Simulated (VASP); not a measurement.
Consider the following.

```yaml
crystal:
  lattice:
    - [3.87702, 0.00000, 0.00000]
    - [-1.93851, 3.35759, 0.00000]
    - [0.00000, 0.00000, 17.17063]
  atoms:
    - { symbol: Ti, position: [0.00000, 0.00000, 0.50000] }
    - { symbol: Te, position: [0.33333, 0.66667, 0.59233] }
    - { symbol: Te, position: [0.66667, 0.33333, 0.40767] }
```

Calculation: PBE GGA, VASP's PBE PAW potentials (set 64) (plane waves; VASP 6.6.1). Run with 300 eV cut-off, 5×5×1 Γ-centred mesh, Gaussian smearing of 0.10 eV, potentials Ti_sv Te.

At this cut-off the stress carries a Pulay error, which pulls relaxed volumes low. The cell holds a wide vacuum, so values per volume refer to the whole cell.

### Question
Give the force on each atom (eV/Å).

### Answer

```json
[
 {"atom": "Ti1", "Fx": "0.000", "Fy": "0.000", "Fz": "0.000"},
 {"atom": "Te2", "Fx": "0.000", "Fy": "0.000", "Fz": "0.912"},
 {"atom": "Te3", "Fx": "0.000", "Fy": "0.000", "Fz": "-0.912"}
]
```

### Question
Give the stress tensor in GPa (positive for a compressed cell).

### Answer

```
0.13  0.00  0.00
0.00  0.13  0.00
0.00  0.00  2.01
```
The pressure is its mean diagonal, 0.76 GPa.

The cell is a sheet with vacuum, built from a generated structure.
